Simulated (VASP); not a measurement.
Input of a VASP 6.6.1 run:

INCAR

```
SYSTEM = InSb2As3
ALGO = Fast
EDIFF = 1E-5
EDIFFG = -0.03
ENCUT = 520
GGA = PE
IBRION = 2
ISIF = 3
ISMEAR = 0
ISYM = 0
KPAR = 8
LASPH = .TRUE.
LCHARG = .FALSE.
LREAL = Auto
LWAVE = .FALSE.
NELM = 80
NSW = 110
PREC = Normal
SIGMA = 0.15
```

The input KPOINTS:

```
k-points
0
G
  6 6 2
  0 0 0
```

Contents of POSCAR:

```
InSb2As3
1.0
    8.3079000500     -0.0990510200      0.0757740600
   -2.1198658600      3.6220633400     -0.0345571100
    0.1019500000     -0.0485142000     11.3063778900
In Sb As
2 4 6
Direct
    0.0006733900      0.9974042900      0.5450336400
    0.4925294200      0.9900058800      0.5511869900
    0.1662048100      0.6743920500      0.7862402800
    0.6701848600      0.6681491900      0.7799878000
    0.1683101100      0.6360016600      0.2251096900
    0.6656831800      0.6756438500      0.2136540600
    0.3296646900      0.3335922500      0.4615642500
    0.8341866100      0.3527103000      0.4602494400
    0.3238714500      0.3192022500      0.0919368800
    0.8274142000      0.3370076000      0.0884254600
    0.0002166800      0.9757939900      0.9125724400
    0.4978715600      0.9827140500      0.9172554900
```

Potentials or basis: VASP PAW PBE potentials, release 64 (In_d, Sb, As).

Run with:

```bash
$ cat potpaw_PBE.64/In_d/POTCAR potpaw_PBE.64/Sb/POTCAR potpaw_PBE.64/As/POTCAR > POTCAR
$ mpirun -np 8 vasp_std > vasp.out
```

Q: Estimate the space group after relaxing (to 0.05 Å).

A: P1 (No. 1).

Q: Predict the relaxed cell.

A: a = 8.215 Å, b = 4.140 Å, c = 11.108 Å, α = 89.36°, β = 89.44°, γ = 120.10°.

Q: Predict the band gap on the k mesh.

A: None (metal or under the smearing width).

Final structure:
```
In Sb As
1.0
     8.21491   -0.02611    0.03984
    -2.06483    3.58835    0.02287
     0.05432    0.10285   11.10784
In Sb As
2 4 6
Direct
  0.99561 0.99878 0.54818
  0.49322 0.99492 0.55261
  0.16942 0.66520 0.78242
  0.66868 0.66448 0.78291
  0.16185 0.65334 0.22372
  0.66152 0.65177 0.22449
  0.33415 0.34042 0.45307
  0.83019 0.33745 0.45400
  0.33131 0.32758 0.09298
  0.83078 0.32592 0.09332
  0.00029 0.99210 0.91231
  0.49981 0.99066 0.91321
```

Spin-orbit coupling is left out, which matters for the levels of Sb.
